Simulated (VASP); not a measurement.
OSZICAR of a VASP run on As (a7):

### OSZICAR
```
       N       E                     dE             d eps       ncg     rms          rms(c)
DAV:   1     0.252052121584E+02    0.25205E+02   -0.37994E+03  1530   0.754E+02
DAV:   2    -0.830755481082E+01   -0.33513E+02   -0.32502E+02  2319   0.112E+02
DAV:   3    -0.933995541522E+01   -0.10324E+01   -0.10258E+01  1741   0.236E+01
DAV:   4    -0.934549790282E+01   -0.55425E-02   -0.55409E-02  1918   0.179E+00
DAV:   5    -0.934551113485E+01   -0.13232E-04   -0.13231E-04  1741   0.825E-02    0.337E+00
DAV:   6    -0.933460549354E+01    0.10906E-01   -0.61660E-03  1711   0.605E-01    0.203E+00
DAV:   7    -0.932943865875E+01    0.51668E-02   -0.13038E-02  1635   0.913E-01    0.857E-02
DAV:   8    -0.932956138969E+01   -0.12273E-03   -0.43149E-04  1599   0.156E-01    0.338E-02
DAV:   9    -0.932960945462E+01   -0.48065E-04   -0.74651E-05  1745   0.679E-02    0.118E-02
DAV:  10    -0.932960915143E+01    0.30319E-06   -0.54524E-06  1756   0.157E-02
   1 F= -.93296092E+01 E0= -.93295466E+01  d E =-.187792E-03
```

### Question
Which electronic solver shows in the log?

### Answer
It is blocked Davidson (ALGO = Normal, or the opening steps of other solvers). The INCAR had ALGO = Normal.

### Question
Can the final energy be trusted as converged?

### Answer
Self-consistency was reached. It stopped with EDIFF = 1E-6, NELM = 100 (PBE GGA, plane waves, VASP's PBE PAW potentials (set 64)).

The compound is As in the a7 structure. The cell was not relaxed at this level.
